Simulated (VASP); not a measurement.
Here is a VASP 6.6.1 calculation.

Contents of POSCAR:

```
BaY
1.0
    4.4203700000      0.0000000000      0.0000000000
    0.0000000000      4.4203700000      0.0000000000
    0.0000000000      0.0000000000      4.4203700000
Ba Y
1 1
Direct
    0.0000000000      0.0000000000      0.0000000000
    0.5000000000      0.5000000000      0.5000000000
```

Contents of INCAR.step1:

```
SYSTEM = BaY
PREC = Accurate ; ENCUT = 520
EDIFF = 1E-6 ; ISMEAR = -1
SIGMA = 0.05 ; LREAL = .FALSE.
LASPH = .TRUE. ; NELM = 80
ALGO = Normal ; ISIF = 2
LWAVE = .FALSE. ; LCHARG = .TRUE.
LMAXMIX = 4 ; GGA = PE
NBANDS = 18
```

KPOINTS.step1

```
regular mesh
0
G
  6 6 6
  0 0 0
```

INCAR.step2

```
SYSTEM = BaY
PREC = Accurate ; ENCUT = 520
EDIFF = 1E-6 ; ISMEAR = 0
SIGMA = 0.05 ; LREAL = .FALSE.
LASPH = .TRUE. ; NELM = 80
ALGO = Normal ; ISIF = 2
LWAVE = .FALSE. ; LCHARG = .FALSE.
LMAXMIX = 4 ; GGA = PE
NBANDS = 18 ; ICHARG = 11
```

Contents of KPOINTS.step2:

```
path GXMGRX,MR
10
line-mode
reciprocal
 0.0000000000  0.0000000000  0.0000000000  G
 0.0000000000  0.5000000000  0.0000000000  X

 0.0000000000  0.5000000000  0.0000000000  X
 0.5000000000  0.5000000000  0.0000000000  M

 0.5000000000  0.5000000000  0.0000000000  M
 0.0000000000  0.0000000000  0.0000000000  G

 0.0000000000  0.0000000000  0.0000000000  G
 0.5000000000  0.5000000000  0.5000000000  R

 0.5000000000  0.5000000000  0.5000000000  R
 0.0000000000  0.5000000000  0.0000000000  X

 0.5000000000  0.5000000000  0.0000000000  M
 0.5000000000  0.5000000000  0.5000000000  R
```

Potentials or basis: VASP PAW PBE potentials, release 64 (Ba_sv, Y_sv).

Command:

```console
$ cat potpaw_PBE.64/Ba_sv/POTCAR potpaw_PBE.64/Y_sv/POTCAR > POTCAR
$ cp INCAR.step1 INCAR
$ cp KPOINTS.step1 KPOINTS
$ mpirun -np 1 vasp_std > vasp.out
$ cp INCAR.step2 INCAR
$ cp KPOINTS.step2 KPOINTS
$ mpirun -np 1 vasp_std > vasp.out
```

(1) What does it give for the band gap along the path?

## Answers

(1) none (metal or under the smearing width).

Caveat: spin-orbit coupling is left out, which moves the levels of the heavy elements.
